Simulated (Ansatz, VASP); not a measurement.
**MoS2 in two plane-wave programs**

Wanted: the spread between two codes on one cell, functional and k mesh. The cell is taken from a series of runs on this material, whose earlier steps may have relaxed, scaled, displaced or heated it; both programs get it as it stands.

Program: Ansatz 0.2.0. Level of theory: plane waves, with VASP 6.6.1 beside it; zone-centre phonons at PBEsol. Results are calculated unless marked as measured.

**1. The starting structure**

It takes space group P6_3/mmc (No. 194, hexagonal). Conventional cell: a = 3.141 Å, b = 3.141 Å, c = 12.581 Å, α = 90.00°, β = 90.00°, γ = 120.00°. Mo has 6 S at 2.39 Å nearest. Nearest to S lie 3 Mo at 2.39 Å. Farther neighbours and most contacts between anions are not listed.

**2. Ansatz: zone-centre phonons, PBEsol**

Ansatz runs on its default PAW (the set named soft_2) files.

Second derivatives magnify differences that forces hide, and they need a tight electronic threshold.

input.yaml

```yaml
crystal:
  lattice:
    - [3.141397229, 0.0, 0.0]
    - [-1.5706986145, 2.7205298037, 0.0]
    - [0.0, 0.0, 12.5812874461]
  atoms:
    - { symbol: Mo, position: [0.3333333333, 0.6666666667, 0.25] }
    - { symbol: Mo, position: [0.6666666667, 0.3333333333, 0.75] }
    - { symbol: S, position: [0.3333333333, 0.6666666667, 0.6260796326] }
    - { symbol: S, position: [0.6666666667, 0.3333333333, 0.1260796326] }
    - { symbol: S, position: [0.3333333333, 0.6666666667, 0.8739203674] }
    - { symbol: S, position: [0.6666666667, 0.3333333333, 0.3739203674] }
kpoints:
  mp_grid: { grid: [9, 9, 2] }
hamiltonian:
  xc: pbesol
scf:
  occupations: { method: fixed }
output:
  eigenvalues: true
phonons:
  method: fd
  supercell: [1, 1, 1]
  amplitude: 0.01
```

Launch:

```
> ansatz run input.yaml --threads 4 --pin off --max-ram 14336MiB --backend cpu --events-out ev --progress --plain --runs-dir out
```

Numbers of over 12 decimals in the logs are rounded to 6 here.

The program printed:

```text
Engine: ansatz 0.2.0, aarch64-unknown-linux-gnu
Pseudopotentials: kind: paw
Pseudopotential: Mo, paw, valence charge 14, recommended cutoff 420 eV (normal), Mo.paw.azcp
Pseudopotential: S, paw, valence charge 6, recommended cutoff 420 eV (normal), S.paw.azcp
Functional definition: PBEsol
  exchange = pbesol_x
  correlation = pbesol_c
Crystal: 6 atoms, lattice volume = 107.523 Å³
Basis set: ecut = 420 eV, 2059 PW (Γ), exchange–correlation on 48×48×180 points (8 copies of the dense FFT grid, shifted against one another)
Bands: 32, of which v1, the nominal top of the filled ones, is band 26 counted from 1 (25 counted from 0)
Symmetry: 24 space group operations
k-points: 24 of 162
Non-local potential: Mo, projectors of the file, l = 0: 3, l = 1: 2, l = 2: 2, l = 3: 1
Non-local potential: S, projectors of the file, l = 0: 2, l = 1: 2, l = 2: 2
PAW form: soft (Blöchl's): semilocal exchange-correlation on the pseudo side does not see the compensation charge
PAW frozen core: Mo, regenerated for the run's functional, and the local potential with it (the file was generated under x = pbe(κ = 0.804, μ = 0.219515), c = pbe(β = 0.066725))
PAW frozen core: S, regenerated for the run's functional, and the local potential with it (the file was generated under x = pbe(κ = 0.804, μ = 0.219515), c = pbe(β = 0.066725))
PAW one-centre angular grid: Mo, 590 points (default); XC on 64 Gauss nodes
PAW one-centre angular grid: S, 110 points (default); XC on 64 Gauss nodes
Initial density: superposition of atomic densities (neutral atoms: chi_scale 0, normalization atom), corrected by the library's trained network
Initial wavefunctions: pseudopotential atomic-orbital guess
Functional: x = pbesol(κ = 0.804, μ = 0.123457), c = pbesol(β = 0.046)
SCF iter   1: F=—  HF=-13340.336429 eV  |F-HF|=—  |Δ(HF+E_count)|=         —  Δρ=6.81e-3  dr2=4.03e-2  ethr=1.77e-3  ⟨swp⟩=5.0  Hψ=2820  notcnv=0  defer=69
preconditioner: auto → Resta (q_TF=auto, 2.417 Å⁻¹)  ε∞=8.5  [insulator: Δε(μ)=1.055 eV  Ē_g=7.840 eV  n_scr=26 (ndim 8)  ℏωp=21.5 eV  f_vac=0.025  ε∞_Penn≈8.5]
SCF iter   2: F=—  HF=-13340.338668 eV  |F-HF|=—  |Δ(HF+E_count)|=   2.24e-3  Δρ=3.65e-3  dr2=6.76e-3  ethr=7.75e-5  ⟨swp⟩=2.4  Hψ=1415  notcnv=0  defer=94
SCF iter   3: F=—  HF=-13340.340125 eV  |F-HF|=—  |Δ(HF+E_count)|=   1.46e-3  Δρ=1.79e-3  dr2=1.79e-3  ethr=1.30e-5  ⟨swp⟩=2.4  Hψ=1142  notcnv=0  defer=94
SCF iter   4: F=—  HF=-13340.340668 eV  |F-HF|=—  |Δ(HF+E_count)|=   5.43e-4  Δρ=1.77e-4  dr2=6.49e-5  ethr=3.45e-6  ⟨swp⟩=2.0  Hψ=1177  notcnv=0  defer=94
SCF iter   5: F=—  HF=-13340.340658 eV  |F-HF|=—  |Δ(HF+E_count)|=   9.31e-6  Δρ=4.54e-5  dr2=3.60e-6  ethr=1.25e-7  ⟨swp⟩=2.0  Hψ=1058  notcnv=0  defer=36
SCF iter   6: F=—  HF=-13340.340659 eV  |F-HF|=—  |Δ(HF+E_count)|=   1.22e-6  Δρ=1.31e-5  dr2=4.88e-7  ethr=6.93e-9  ⟨swp⟩=2.0  Hψ=1066  notcnv=0  defer=35
SCF iter   7: F=—  HF=-13340.340660 eV  |F-HF|=—  |Δ(HF+E_count)|=   3.75e-7  Δρ=3.59e-6  dr2=2.23e-8  ethr=9.38e-10  ⟨swp⟩=2.0  Hψ=1116  notcnv=0  defer=35
SCF iter   8: F=-13340.340660 eV  HF=-13340.340660 eV  |F-HF|=5.04e-10  |Δ(HF+E_count)|=   1.90e-8  Δρ=6.59e-7  dr2=4.18e-10  ethr=1.92e-12  ⟨swp⟩=9.3  Hψ=4377  notcnv=0
SCF 1 converged in 8 iterations: F = -13340.340660 eV  dr2 = 4.18e-10
  greatest PAW one-centre occupation: 0.999 electrons in one spin orbital (limit 2), on the Mo atom at site 1 (counted from 0), in its partial waves of l = 0
Symmetry: 1 space group operations
k-points: 82 of 162 (time reversal used)
Initial density: handed on by an earlier stage of this run
Initial wavefunctions: those handed on with the density
iter 1 solved again at ethr=1.44e-6 eV; its pass at ethr=3.10e-3 eV (dr2=7.47e-4 eV) is discarded
SCF iter   1: F=—  HF=-13340.339579 eV  |F-HF|=—  |Δ(HF+E_count)|=         —  Δρ=6.91e-4  dr2=7.98e-4  ethr=1.44e-6  ⟨swp⟩=2.3  Hψ=11960  notcnv=0  defer=320
preconditioner: auto → Resta (q_TF=auto, 2.417 Å⁻¹)  ε∞=8.5  [insulator: Δε(μ)=1.056 eV  Ē_g=7.859 eV  n_scr=26 (ndim 8)  ℏωp=21.5 eV  f_vac=0.019  ε∞_Penn≈8.5]
[...]
SCF 2 converged in 8 iterations: F = -13340.339443 eV  dr2 = 7.97e-11
  greatest PAW one-centre occupation: 0.999 electrons in one spin orbital (limit 2), on the Mo atom at site 0 (counted from 0), in its partial waves of l = 0
Symmetry: 2 space group operations
k-points: 50 of 162 (time reversal used)
[...]
preconditioner: auto → Resta (q_TF=auto, 2.417 Å⁻¹)  ε∞=8.5  [insulator: Δε(μ)=1.059 eV  Ē_g=7.863 eV  n_scr=26 (ndim 8)  ℏωp=21.5 eV  f_vac=0.019  ε∞_Penn≈8.5]
[...]
SCF iter   7: F=—  HF=-13340.340027 eV  |F-HF|=—  |Δ(HF+E_count)|=   1.01e-8  Δρ=1.17e-6  dr2=4.09e-9  ethr=8.86e-11  ⟨swp⟩=2.0  Hψ=2030  notcnv=0  defer=85
SCF iter   8: F=—  HF=-13340.340027 eV  |F-HF|=—  |Δ(HF+E_count)|=  7.22e-10  Δρ=5.79e-7  dr2=8.47e-10  ethr=7.86e-12  ⟨swp⟩=2.0  Hψ=2221  notcnv=0  defer=85
SCF iter   9: F=—  HF=-13340.340027 eV  |F-HF|=—  |Δ(HF+E_count)|=  1.64e-11  Δρ=4.56e-7  dr2=5.00e-10  ethr=1.63e-12  ⟨swp⟩=2.1  Hψ=2257  notcnv=0  defer=85
SCF iter  10: F=-13340.340027 eV  HF=-13340.340027 eV  |F-HF|=1.82e-12  |Δ(HF+E_count)|=  6.37e-11  Δρ=9.30e-8  dr2=1.74e-11  ethr=1.00e-12  ⟨swp⟩=3.2  Hψ=5909  notcnv=0
SCF 3 converged in 10 iterations: F = -13340.340027 eV  dr2 = 1.74e-11
iter 1 solved again at ethr=1.68e-10 eV; its pass at ethr=3.10e-3 eV (dr2=8.74e-8 eV) is discarded
SCF iter   1: F=—  HF=-13340.340063 eV  |F-HF|=—  |Δ(HF+E_count)|=         —  Δρ=1.09e-5  dr2=7.21e-8  ethr=1.68e-10  ⟨swp⟩=3.1  Hψ=6955  notcnv=0  defer=91
preconditioner: auto → Resta (q_TF=auto, 2.417 Å⁻¹)  ε∞=8.5  [insulator: Δε(μ)=1.058 eV  Ē_g=7.850 eV  n_scr=26 (ndim 8)  ℏωp=21.5 eV  f_vac=0.018  ε∞_Penn≈8.5]
SCF iter   2: F=—  HF=-13340.340040 eV  |F-HF|=—  |Δ(HF+E_count)|=   2.29e-5  Δρ=5.78e-6  dr2=1.74e-8  ethr=1.39e-10  ⟨swp⟩=2.4  Hψ=2229  notcnv=0  defer=91
SCF iter   3: F=—  HF=-13340.340040 eV  |F-HF|=—  |Δ(HF+E_count)|=  6.84e-10  Δρ=1.89e-6  dr2=6.20e-9  ethr=3.34e-11  ⟨swp⟩=2.0  Hψ=2243  notcnv=0  defer=91
SCF iter   4: F=—  HF=-13340.340040 eV  |F-HF|=—  |Δ(HF+E_count)|=  5.60e-10  Δρ=4.46e-7  dr2=2.70e-10  ethr=1.19e-11  ⟨swp⟩=2.0  Hψ=2102  notcnv=0  defer=91
SCF iter   5: F=-13340.340040 eV  HF=-13340.340040 eV  |F-HF|=3.64e-12  |Δ(HF+E_count)|=  8.37e-11  Δρ=1.76e-7  dr2=7.54e-11  ethr=1.00e-12  ⟨swp⟩=4.8  Hψ=5395  notcnv=0
SCF 4 converged in 5 iterations: F = -13340.340040 eV  dr2 = 7.54e-11
SCF converged after 8 iterations
Free energy (F): -13340.340660 eV
Harris-Foulkes:  -13340.340660 eV  (|F-HF|=5.04e-10)
Internal energy: -13340.340660 eV  (E = F + TS)
E sigma→0 (E₀):  -13340.340660 eV
Fermi energy:    10.649966 eV
--- Per-component energies (eV) ---
  E_band       = -320.860170
  E_kinetic    = 1313.338384
  E_local      = -4126.516781  (includes V_loc(G=0)·N_el)
  E_nonlocal   = 402.865014
  E_hartree    = 1604.246451
  E_xc         = -751.659055
  E_vxc        = -809.555959  (∫ρ·V_xc dr)
  E_paw        = -8623.833262  (= ΣΔE_a)
  E_vpaw       = -309.483889  (= ΣTr[D̂ρ^β])
  E_aug_tail   = 0.000061  (compensation charges beyond the density's cutoff)
  E_ewald      = -3159.447868
  E_core_change = 0.666396  (= ΣΔE_core)
  E_smearing   = -0.000000  (= −TS)
  E_closure    = 0.000000  (closes the sum)
  Σ components = -13340.340660   (vs F -13340.340660, Δ=0.00e0)
--- Forces (eV/Å), atoms counted from 1 ---
  atom   1  Mo     0.00000000    -0.00000000     0.00000000
  atom   2  Mo     0.00000000     0.00000000     0.00000000
  atom   3  S      0.00000000     0.00000000     0.00004390
  atom   4  S      0.00000000    -0.00000000     0.00004390
  atom   5  S     -0.00000000     0.00000000    -0.00004390
  atom   6  S      0.00000000    -0.00000000    -0.00004390
  max |Σ_I F_I| component: 2.66e-17 eV/Å
--- Band table (eV; the first three rows and the last of 24) ---
  k-point 0: bands = [... 22 lower, 8.6077, 9.3373, 9.5169, 10.6500, 12.9282, 12.9282, 12.9479, 12.9479, ... 2 higher]
  k-point 1: bands = [... 22 lower, 8.5918, 8.5918, 10.3571, 10.3571, 12.9339, 12.9339, 12.9339, 12.9339, ... 2 higher]
  k-point 2: bands = [... 22 lower, 8.7178, 9.5314, 9.6071, 10.3372, 12.6785, 12.7161, 12.8084, 12.9211, ... 2 higher]
  k-point 23: bands = [... 22 lower, 7.8495, 7.8495, 10.0378, 10.0378, 11.8576, 11.8576, 13.0330, 13.0330, ... 2 higher]
--- Phonons: 3 displaced members + reference (amplitude 0.01 Å, Σ member SCF iterations 23) ---
  symmetry images taken by strict's conditions (phonons.symmetry_images: auto; settled by no image being taken that strict refuses)
  ASR residual: 1.898e-3 → 0.000e0 eV/Å²; symmetrization residual: 8.357e-4 eV/Å²
  largest component of a force at the reference: 4.4e-5 eV/Å
  ASR residual per site (eV/Å²): 1.90e-3 1.90e-3 8.38e-4 8.38e-4 8.38e-4 8.38e-4
  Γ frequencies (cm⁻¹): 0.00 0.00 0.00 25.19 25.19 34.46 284.62 284.62 285.94 285.94 384.58 384.58 384.67 384.67 405.26 406.63 467.87 469.91
  density of states and harmonic sums: on the 23×23×5 q-mesh, interpolated from the force constants of a 1×1×1 supercell (no non-analytic term)
  largest difference from the sums on the solved wave vectors: F 1.14e-1 eV, S 3.12e-4 and C_V 2.58e-4 eV/K
  zero-point energy: 0.325631 eV/cell   skipped modes (ω ≤ 0): 3   left out of the sums: 6.30e-5 of the cell's modes: C_V's classical limit lies that fraction below 3 k_B per atom; for a crystal, a wire or a layer, F and S can be off by more, and a phonons.interpolated_qmesh denser along its periods is the remedy for the sampling
```

(Continued in part 2 of 3.)

[Lines on the potential files, build, host, timing and source positions are cut from VASP's logs without a mark.]

[Logs are printed without paths, hosts, clocks, repeated set-up lines and the standing remarks that a program may print on its own settings, such as how far it seeks lower states.]

[Hosts, paths, dates, database ids (printed as entryN), source tags and the programs' standing remarks are cut or masked in the printed files.]
